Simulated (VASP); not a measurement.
# CdS (Greenockite) with LDA: from relaxation to properties

Aim: relax CdS (Greenockite), then compute properties on the relaxed cell. The steps: relaxing cell and atoms (LDA), second relaxation, density, ELF and potential (LDA), band structure (LDA), total and projected DOS (LDA), independent-particle dielectric function (LDA), bands along the symmetry lines (LDA + SOC), bands along the symmetry lines (HSE06), band structure (TB-mBJ) and ionic relaxation at fixed cell (LDA), changed input. The start is a cell from a database of measured crystal structures.

Program: VASP 6.6.1. Level of theory: LDA; plane waves and PAW (Cd, S), in the first sound run; inputs show where later runs differ. Results are calculated unless marked as measured.

The database entry behind the starting cell differs from later determinations by our own check (about 0.35 % long), so it need not match the best structure at ambient conditions.

### 1. Starting point

Before any relaxation, the start is as follows. Symmetry: P6_3mc, No. 186, hexagonal system. The conventional cell has a = 4.150 Å, b = 4.150 Å, c = 6.737 Å, α = 90.00°, β = 90.00°, γ = 120.00°. Cd has 4 S at 2.53 to 2.54 Å nearest. Nearest to S lie 4 Cd at 2.53 to 2.54 Å. Farther neighbours and most contacts between anions are not listed.

### 2. Relaxing cell and atoms (LDA)

Properties are meant for the cell that this level of theory prefers, so cell and atoms are relaxed first (ISIF = 3) until forces and stress are small; EDIFFG sets the threshold. LDA, the lowest rung, knows the local density alone.

INCAR

```
SYSTEM = CdS
PREC = Accurate
ENCUT = 400
EDIFF = 1E-06
NELM = 100
ISMEAR = 0
SIGMA = 0.05
LREAL = .FALSE.
ALGO = Normal
GGA = CA
NBANDS = 24
LORBIT = 11
LWAVE = .FALSE.
LCHARG = .FALSE.
KPAR = 4
IBRION = 2
NSW = 60
ISIF = 3
EDIFFG = -0.01
```

POSCAR

```
CdS
1.0
    4.1500000000      0.0000000000      0.0000000000
   -2.0750000000      3.5940054257      0.0000000000
    0.0000000000      0.0000000000      6.7370000000
Cd S
2 2
Direct
    0.3333333333      0.6666666667      0.0000000000
    0.6666666667      0.3333333333      0.5000000000
    0.3333333333      0.6666666667      0.3750000000
    0.6666666667      0.3333333333      0.8750000000
```

KPOINTS

```
Automatic mesh
0
Gamma
6 6 4
0 0 0
```

PAW data sets: Cd and S (LDA family, release 64).

On the command line:

```bash
$ mpirun -np 4 vasp_std
```

Log:

```text
[banner, memory and clock lines left out]
running    4 mpi-ranks, on    1 nodes
 distrk:  each k-point on    1 cores,    4 groups
 distr:  one band on    1 cores,    1 groups

 POSCAR found type information on POSCAR CdS
 POSCAR found :  2 types and       4 ions
 LDA part: xc-table for (Slater(with rela. corr.)+CA(PZ))
 , standard interpolation
 POSCAR, INCAR and KPOINTS ok, starting setup
 FFT: planning ... GRIDC
 FFT: planning ... GRID_SOFT
 FFT: planning ... GRID
 WAVECAR not read
 entering main loop
       N       E                     dE             d eps       ncg     rms          rms(c)
DAV:   1     0.211780885226E+03    0.21178E+03   -0.15287E+04  1008   0.112E+03
DAV:   2    -0.534578379039E+01   -0.21713E+03   -0.21124E+03  1160   0.312E+02
DAV:   3    -0.157119710373E+02   -0.10366E+02   -0.10337E+02  1232   0.702E+01
DAV:   4    -0.158057587600E+02   -0.93788E-01   -0.93759E-01  1240   0.654E+00
DAV:   5    -0.158074418149E+02   -0.16831E-02   -0.16830E-02  1248   0.823E-01    0.112E+01
DAV:   6    -0.148227918666E+02    0.98465E+00   -0.20912E+00  1360   0.154E+01    0.869E+00
DAV:   7    -0.147884124389E+02    0.34379E-01   -0.66468E-01  1144   0.462E+00    0.369E+00
DAV:   8    -0.147762067775E+02    0.12206E-01   -0.10557E-01  1200   0.321E+00    0.494E-01
DAV:   9    -0.147741601610E+02    0.20466E-02   -0.18258E-02  1296   0.169E+00    0.134E-01
DAV:  10    -0.147739807409E+02    0.17942E-03   -0.11345E-03  1272   0.357E-01    0.835E-02
DAV:  11    -0.147739899480E+02   -0.92071E-05   -0.89320E-05  1200   0.598E-02    0.973E-02
DAV:  12    -0.147740159199E+02   -0.25972E-04   -0.52462E-05  1160   0.396E-02    0.166E-01
DAV:  13    -0.147742259302E+02   -0.21001E-03   -0.35111E-04  1072   0.783E-02    0.487E-01
DAV:  14    -0.147740557691E+02    0.17016E-03   -0.15552E-03  1056   0.172E-01    0.144E-01
DAV:  15    -0.147740713398E+02   -0.15571E-04   -0.52311E-05  1208   0.603E-02    0.237E-01
DAV:  16    -0.147740121920E+02    0.59148E-04   -0.79468E-05  1064   0.379E-02    0.108E-01
DAV:  17    -0.147740015458E+02    0.10646E-04   -0.41451E-05  1144   0.306E-02    0.339E-03
DAV:  18    -0.147740022614E+02   -0.71558E-06   -0.13883E-06   768   0.619E-03
   1 F= -.14774002E+02 E0= -.14774002E+02  d E =-.147740E+02
 curvature:   0.00 expect dE= 0.000E+00 dE for cont linesearch  0.000E+00
 trial: gam= 0.00000 g(F)=  0.759E-03 g(S)=  0.134E+00 ort = 0.000E+00 (trialstep = 0.100E+01)
 search vector abs. value=  0.135E+00
 bond charge predicted
       N       E                     dE             d eps       ncg     rms          rms(c)
DAV:   1    -0.165933962107E+02   -0.18194E+01   -0.36071E+01  1112   0.625E+01    0.940E+00
DAV:   2    -0.149479225992E+02    0.16455E+01   -0.49215E+00  1144   0.300E+01    0.298E+00
DAV:   3    -0.148296667056E+02    0.11826E+00   -0.49999E-01  1096   0.543E+00    0.250E+00
DAV:   4    -0.148186944675E+02    0.10972E-01   -0.23559E-02  1040   0.156E+00    0.101E+00
DAV:   5    -0.148136857661E+02    0.50087E-02   -0.73636E-03  1232   0.101E+00    0.502E-01
DAV:   6    -0.148135052670E+02    0.18050E-03   -0.16247E-03  1056   0.317E-01    0.792E-02
DAV:   7    -0.148134983316E+02    0.69354E-05   -0.70520E-05  1216   0.942E-02    0.379E-02
DAV:   8    -0.148134966434E+02    0.16881E-05   -0.90659E-06  1080   0.162E-02    0.102E-02
DAV:   9    -0.148134964467E+02    0.19675E-06   -0.89108E-07   584   0.117E-02
   2 F= -.14813496E+02 E0= -.14813496E+02  d E =-.394942E-01
[...]
3 F= -.14823134E+02 E0= -.14823134E+02  d E =-.491316E-01
[...]
4 F= -.14823118E+02 E0= -.14823118E+02  d E =-.491156E-01
[...]
5 F= -.14823188E+02 E0= -.14823188E+02  d E =-.698186E-04
[...]
6 F= -.14823189E+02 E0= -.14823189E+02  d E =-.713458E-04
 curvature:  -0.42 expect dE=-0.296E-04 dE for cont linesearch -0.230E-05
 ZBRENT: interpolating
 opt :   0.7350  next Energy=   -14.823191 (dE=-0.733E-04)
 bond charge predicted
       N       E                     dE             d eps       ncg     rms          rms(c)
DAV:   1    -0.148231936842E+02   -0.36967E-05   -0.61162E-04  1008   0.158E-01    0.177E-02
DAV:   2    -0.148231899062E+02    0.37780E-05   -0.15278E-05  1200   0.318E-02    0.763E-03
DAV:   3    -0.148231882112E+02    0.16950E-05   -0.17166E-06   664   0.107E-02    0.399E-03
DAV:   4    -0.148231878680E+02    0.34322E-06   -0.94038E-07   520   0.735E-03
   7 F= -.14823188E+02 E0= -.14823188E+02  d E =-.700384E-04
 curvature:  -0.36 expect dE=-0.200E-04 dE for cont linesearch -0.707E-06
 trial: gam=-0.06439 g(F)=  0.550E-05 g(S)=  0.505E-04 ort = 0.181E-04 (trialstep = 0.897E+00)
 search vector abs. value=  0.544E-04
 reached required accuracy - stopping structural energy minimisation
```

It took 15 s on 4 MPI ranks of Intel Xeon 6975P-C (Granite Rapids), shared host; peak memory 0.72 GiB.

Lines that name or quote the potential files are left out of all logs, and their timing lines are given in words.

OUTCAR, selected parts (step 2):

```text
ion  position               nearest neighbor table
   1  0.333  0.667  0.000-   3 2.53   4 2.54   4 2.54   4 2.54
   2  0.667  0.333  0.500-   4 2.53   3 2.54   3 2.54   3 2.54
   3  0.333  0.667  0.375-   1 2.53   2 2.54   2 2.54   2 2.54
   4  0.667  0.333  0.875-   2 2.53   1 2.54   1 2.54   1 2.54

  LATTYP: Found a hexagonal cell.
 ALAT       =     4.1500000000
 C/A-ratio  =     1.6233734940

 Subroutine GETGRP returns: Found 12 space group operations
 (whereof  6 operations were pure point group operations)

The static configuration has the point symmetry C_3v.
 The point group associated with its full space group is C_6v.

 Found     21 irreducible k-points:

   k-points           NKPTS =     21   k-points in BZ     NKDIM =     21   number of bands    NBANDS=     24

   dimension x,y,z NGX =    28 NGY =   28 NGZ =   48
   dimension x,y,z NGXF=    56 NGYF=   56 NGZF=   96

   ENCUT  =  400.0 eV  29.40 Ry    5.42 a.u.   6.77  6.77 10.99*2*pi/ulx,y,z

   NELECT =      36.0000    total number of electrons

 k-points in reciprocal lattice and weights: Automatic mesh
   0.00000000  0.00000000  0.00000000       0.007
   0.16666667 -0.00000000  0.00000000       0.042
   0.33333333  0.00000000  0.00000000       0.042
   0.50000000 -0.00000000  0.00000000       0.021
   0.16666667  0.16666667  0.00000000       0.042
   0.33333333  0.16666667  0.00000000       0.083
   0.33333333  0.33333333  0.00000000       0.014
   0.00000000  0.00000000  0.25000000       0.014
   0.16666667 -0.00000000  0.25000000       0.083
[...]
0.33333333  0.16666667  0.50000000       0.083
   0.33333333  0.33333333  0.50000000       0.014

 average (electrostatic) potential at core
       1 -39.8768       2 -39.8768       3 -89.6001       4 -89.6001

 E-fermi :   1.6563

 k-point     1 :       0.0000    0.0000    0.0000
  band No.  band energies     occupation
    ...
     14       0.6169      2.00000
     15       0.6169      2.00000
     16       1.3868      2.00000
     17       1.4486      2.00000
     18       1.4486      2.00000
     19       2.4928      0.00000
     20       4.0768      0.00000
     21       7.7351      0.00000
     22       7.7351      0.00000
     23       8.0183      0.00000
    ...

 k-point     2 :       0.1667   -0.0000    0.0000
  band No.  band energies     occupation
    ...
     14      -0.4475      2.00000
     15       0.1542      2.00000
     16       0.2669      2.00000
     17       1.1646      2.00000
     18       1.2403      2.00000
     19       3.6978      0.00000
     20       4.9962      0.00000
     21       6.9897      0.00000
     22       8.0803      0.00000
     23       8.1231      0.00000
    ...

 k-point     3 :       0.3333    0.0000    0.0000
  band No.  band energies     occupation
    ...
     14      -1.7741      2.00000
     15      -1.2857      2.00000
     16      -0.3357      2.00000
     17       0.5227      2.00000
     18       0.8230      2.00000
     19       4.7789      0.00000
     20       5.2651      0.00000
     21       6.6206      0.00000
     22       7.5160      0.00000
     23       8.3750      0.00000
    ...

  Total       -0.0388606     -0.0388606     -0.0342031      0.0000000      0.0000000      0.0000000
  in kB       -0.6501546     -0.6501546     -0.5722323      0.0000000      0.0000000      0.0000000
  external PRESSURE =      -0.6241805 kB  Pullay stress =       0.0000000 kB

  energy-cutoff  :      400.00
  volume of cell :       95.76
      direct lattice vectors                 reciprocal lattice vectors
     4.078494847  0.000000000  0.000000000     0.245188492  0.141559642 -0.000000000
    -2.039247424  3.532080147  0.000000000     0.000000000  0.283119283  0.000000000
     0.000000000 -0.000000000  6.647720431     0.000000000  0.000000000  0.150427505

 POSITION                                       TOTAL-FORCE (eV/Angst)
 -----------------------------------------------------------------------------------
     -0.00000      2.35472      6.64497        -0.000000      0.000000     -0.005338
      2.03925      1.17736      3.32111        -0.000000      0.000000     -0.005338
     -0.00000      2.35472      2.49564         0.000000     -0.000000      0.005338
      2.03925      1.17736      5.81950         0.000000     -0.000000      0.005338
 -----------------------------------------------------------------------------------
    total drift:                               -0.000000      0.000000     -0.001396

  FREE ENERGIE OF THE ION-ELECTRON SYSTEM (eV)
  ---------------------------------------------------
  free  energy   TOTEN  =       -14.8231878680 eV

  energy  without entropy=      -14.8231878679  energy(sigma->0) =      -14.82318787

 reached required accuracy - stopping structural energy minimisation

 total charge
# of ion       s       p       d       tot
------------------------------------------
    1        0.447   0.356   9.552  10.355
    2        0.447   0.356   9.552  10.355
    3        1.322   2.393   0.000   3.715
    4        1.322   2.393   0.000   3.715
--------------------------------------------------
tot          3.538   5.497  19.105  28.139

[... 3 further parts left out ...]
```

CONTCAR:

```
CdS
   1.00000000000000
     4.0784948472594973    0.0000000000000000    0.0000000000000000
    -2.0392474236297486    3.5320801469255176    0.0000000000000000
     0.0000000000000000   -0.0000000000000000    6.6477204310000104
  Cd              S
     2     2
Direct
     0.3333333332999970    0.6666666667000030    0.9995869179341418
     0.6666666667000030    0.3333333332999970    0.4995869179341419
     0.3333333332999970    0.6666666667000030    0.3754130820658581
     0.6666666667000030    0.3333333332999970    0.8754130820658582
```

The gap is read on the k-mesh alone, so it is an upper bound where the band edges lie off the mesh. The run keeps the 12 symmetry operations of its start, so it cannot find a distortion of lower symmetry.

Relaxation path:

| step | energy less that of the first step (eV) | largest force (eV/Å) | pressure (GPa) | volume (Å³) |
| --- | --- | --- | --- | --- |
| 1 | 0.0000 | 0.0627 | -3.06 | 100.48 |
| 2 | -0.0395 | 0.0048 | 1.58 | 93.67 |
| 3 | -0.0491 | 0.0202 | 0.02 | 95.66 |
| 4 | -0.0491 | 0.0211 | -0.06 | 95.75 |
| 5 | -0.0492 | 0.0010 | -0.06 | 95.77 |
| 6 | -0.0492 | 0.0030 | -0.07 | 95.77 |
| 7 | -0.0492 | 0.0053 | -0.06 | 95.76 |

| conventional cell, symmetrised | before | after | change |
| --- | --- | --- | --- |
| a (Å) | 4.150 | 4.078 | -1.7 % |
| b (Å) | 4.150 | 4.078 | -1.7 % |
| c (Å) | 6.737 | 6.648 | -1.3 % |
| volume (Å³/atom) | 25.12 | 23.94 | -4.7 % |

Final coordinates:

```
Cd S
1.0
     4.07849    0.00000    0.00000
    -2.03925    3.53208    0.00000
     0.00000    0.00000    6.64772
Cd S
2 2
Direct
  0.33333 0.66667 0.99959
  0.66667 0.33333 0.49959
  0.33333 0.66667 0.37541
  0.66667 0.33333 0.87541
```

This step gave:

```yaml
electrons: 36
bands: 24
irreducible_k_points: 21
symmetry_operations: 12
free_energy_toten: -14.82 eV
fermi_energy: 1.656 eV
pressure: -0.06242 GPa
metallic: no
valence_top_at_k: 0, 0, 0
conduction_bottom_at_k: 0, 0, 0
least_direct_gap_at_k: 0, 0, 0
scf_cycles_over_all_ionic_steps: 50
gap_on_the_k_mesh: 1.044 eV
least_direct_gap_on_the_k_mesh: 1.044 eV
```

It ends with a largest force of 0.005 eV/Å and a pressure of -0.06 GPa. The volume lies -4.7 % from that of the database's start, which holds the thermal and zero-point expansion of its experiment. LDA is known to overbind.

(Part 1 of 6 ends here.)

[Lines on the potential files, build, host, timing and source positions are cut from VASP's logs without a mark.]

[Logs are printed without paths, hosts, clocks, repeated set-up lines and the standing remarks that a program may print on its own settings, such as how far it seeks lower states.]

[Hosts, paths, dates, database ids (printed as entryN), source tags and the programs' standing remarks are cut or masked in the printed files.]

[A measured line is paired with the nearest computed mode of its activity, which favours agreement.]
